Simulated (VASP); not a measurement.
Output of a VASP run:

File OSZICAR:
```
       N       E                     dE             d eps       ncg     rms          rms(c)
DAV:   1     0.123656866934E+03    0.12366E+03   -0.10021E+04   416   0.159E+03
DAV:   2     0.448986734901E+00   -0.12321E+03   -0.11670E+03   461   0.310E+02
DAV:   3    -0.498576966158E+01   -0.54348E+01   -0.54044E+01   506   0.663E+01
DAV:   4    -0.504218766459E+01   -0.56418E-01   -0.56401E-01   550   0.616E+00
DAV:   5    -0.504268533761E+01   -0.49767E-03   -0.49767E-03   526   0.482E-01    0.513E+00
DAV:   6    -0.482020000816E+01    0.22249E+00   -0.46957E-01   466   0.868E+00    0.423E+00
DAV:   7    -0.480524187826E+01    0.14958E-01   -0.11680E-01   466   0.249E+00    0.168E+00
DAV:   8    -0.480612093446E+01   -0.87906E-03   -0.10039E-02   441   0.138E+00    0.484E-01
DAV:   9    -0.480648194487E+01   -0.36101E-03   -0.10060E-03   481   0.362E-01    0.106E-01
DAV:  10    -0.480655288660E+01   -0.70942E-04   -0.12938E-04   451   0.120E-01    0.529E-02
DAV:  11    -0.480659907964E+01   -0.46193E-04   -0.89816E-05   434   0.663E-02    0.358E-02
DAV:  12    -0.480659785890E+01    0.12207E-05   -0.35753E-06   491   0.168E-02    0.203E-02
DAV:  13    -0.480659770448E+01    0.15442E-06   -0.63571E-07   318   0.453E-03
   1 F= -.48065977E+01 E0= -.48065977E+01  d E =-.144969E-11
```

### OUTCAR
```
------------------------ aborting loop because EDIFF is reached ----------------------------------------
  FORCE on cell =-STRESS in cart. coord.  units (eV):
  Direction    XX          YY          ZZ          XY          YZ          ZX
  --------------------------------------------------------------------------------------
  Total        0.1176192      0.1176192      0.1176192     -0.0000000      0.0000000      0.0000000
  in kB        2.6104965      2.6104965      2.6104965     -0.0000000      0.0000000      0.0000000
  external PRESSURE =       2.6104965 kB  Pullay stress =       0.0000000 kB
  volume of cell :       72.19
      direct lattice vectors                 reciprocal lattice vectors
     0.000000000  3.304800000  3.304800000    -0.151295086  0.151295086  0.151295086
     3.304800000  0.000000000  3.304800000     0.151295086 -0.151295086  0.151295086
     3.304800000  3.304800000  0.000000000     0.151295086  0.151295086 -0.151295086
  FREE ENERGIE OF THE ION-ELECTRON SYSTEM (eV)
  ---------------------------------------------------
  free  energy   TOTEN  =        -4.8065977045 eV

  energy  without entropy=       -4.8065977045  energy(sigma->0) =       -4.80659770
```
(Selected blocks of OUTCAR.)

POSCAR:
```
CdTe
1
    0.0000000000     3.3048000000     3.3048000000
    3.3048000000     0.0000000000     3.3048000000
    3.3048000000     3.3048000000     0.0000000000
Cd Te
1 1
Direct
  0.0000000000   0.0000000000   0.0000000000
  0.2500000000   0.2500000000   0.2500000000
```

Write an INCAR and KPOINTS that could have produced this output.

This is not unique; one that fits is the input of the run itself, PBE GGA, plane waves, VASP's PBE PAW potentials (set 64).

**KPOINTS**
```
Automatic mesh
0
Gamma
6 6 6
0 0 0
```

INCAR:
```
ALGO = Normal
EDIFF = 1E-6
ENCUT = 750
GGA = PE
ISIF = 2
ISMEAR = 0
LASPH = T
LCHARG = F
LMAXMIX = 4
LREAL = F
LWAVE = F
NELM = 100
PREC = Accurate
SIGMA = 0.05
SYSTEM = CdTe
```

POTCAR, in this order: Cd Te (PBE.64 set). Program: vasp_std.

The compound is CdTe in the zinc blende structure. The cell was not relaxed at this level. The run is one of a series of settings (ENCUT = 750 against the base run), some of them coarse on purpose.
